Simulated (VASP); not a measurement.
An input for Ansatz (written as the equivalent of a VASP run, and not itself run):

Ansatz 0.2 input:
```yaml
crystal:
  lattice:
    - [2.3054475, -3.9931518, 0.0000000]
    - [2.3054475, 3.9931518, 0.0000000]
    - [0.0000000, 0.0000000, 5.9143788]
  atoms:
    - { symbol: Te, position: [0.0000000, 0.2544466, 0.6666670] }
    - { symbol: Te, position: [0.7455534, 0.7455534, 0.0000000] }
    - { symbol: Te, position: [0.2544466, 0.0000000, 0.3333330] }
kpoints:
  mp_grid: { grid: [6, 6, 4] }
hamiltonian:
  xc: r2scan
  pseudopotentials: { kind: paw }
scf:
  occupations: { method: gaussian, width: 0.05 }
  max_iter: 100
output: { forces: true, stress: true, eigenvalues: true }
```

Task: Write the VASP files for the same calculation (r2SCAN).

Result: This is not unique; one that fits is 
INCAR:
```
! general
SYSTEM   =  Te
PREC     =  Accurate
ENCUT    =  480   ! plane-wave cut-off (eV)
LREAL    =  .FALSE.
LASPH    =  .TRUE.   ! aspherical one-centre terms

! electronic loop
EDIFF    =  1E-7
NELM     =  100   ! most electronic steps
ALGO     =  Normal   ! blocked Davidson
LMAXMIX  =  4
LMIXTAU  =  .TRUE.

! smearing
ISMEAR   =  0   ! Gaussian
SIGMA    =  0.05

! functional
METAGGA  =  R2SCAN

! ions
ISIF     =  2

! output
LWAVE    =  .FALSE.
LCHARG   =  .FALSE.
```

### KPOINTS
```
K-points
0
G
  6 6 4
```

File POSCAR:
```
Te
11.8287580
  0.1949019037  -0.3375799717   0.0000000000
  0.1949019037   0.3375799717   0.0000000000
  0.0000000000   0.0000000000   0.4999999845
Te
3
Cart
  0.0495921360   0.0858960921   0.3333334897
  0.2906195353  -0.0000000000   0.0000000000
  0.0495921360  -0.0858960921   0.1666664948
```

POTCAR, in this order: Te (PBE.64 set). Program: vasp_std.

Limits of the translation: each code has its own PAW files, so the cut-off isn't converted (ENCUT is set for VASP's; basis.ecutwfc is left out, and Ansatz then takes the one that its files recommend); Ansatz stops its SCF on the density residual and VASP on the energy change (EDIFF).

The compound is Te in the trig structure. It was relaxed first, which changed the volume by +7 %.
